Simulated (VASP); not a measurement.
A cell of TcPt$_{3}$ (space group I4/mmm) near equilibrium:

```yaml
crystal:
  lattice:
    - [-1.92807, 1.92807, 3.93178]
    - [1.92807, -1.92807, 3.93178]
    - [1.92807, 1.92807, -3.93178]
  atoms:
    - { symbol: Tc, position: [0.00000, 0.00000, 0.00000] }
    - { symbol: Pt, position: [0.75000, 0.25000, 0.50000] }
    - { symbol: Pt, position: [0.25000, 0.75000, 0.50000] }
    - { symbol: Pt, position: [0.50000, 0.50000, 0.00000] }
```

Calculation: PBEsol GGA, VASP's PBE PAW potentials (set 64) (plane waves; VASP).

```json
[
 {"run": "as it is", "ΔE (meV/atom)": "0.0", "σxx": "0.05", "σyy": "0.05", "σzz": "0.27", "largest shear component, with its sign (GPa)": "0.00", "largest force (eV/Å)": "0.000"},
 {"run": "after one change", "ΔE (meV/atom)": "86.5", "σxx": "-21.95", "σyy": "-15.37", "σzz": "-21.49", "largest shear component, with its sign (GPa)": "0.00", "largest force (eV/Å)": "0.005"}
]
```
Stress is in GPa, positive when the cell is compressed.

Which change was made?
(A) atom 4 (Pt) moved by 0.150 Å along x
(B) biaxial strain of +4.0 % in the xz plane
(C) atom 3 (Pt) moved by -0.200 Å along z
(D) atom 1 (Tc) moved by -0.100 Å along z

B, biaxial strain of +4.0 % in the xz plane

The structure comes from a computed database's TcPt3 entry (I4/mmm); how it stands against other phases isn't given here. The electron count is odd and the run is not spin-polarised, which forces a metal.
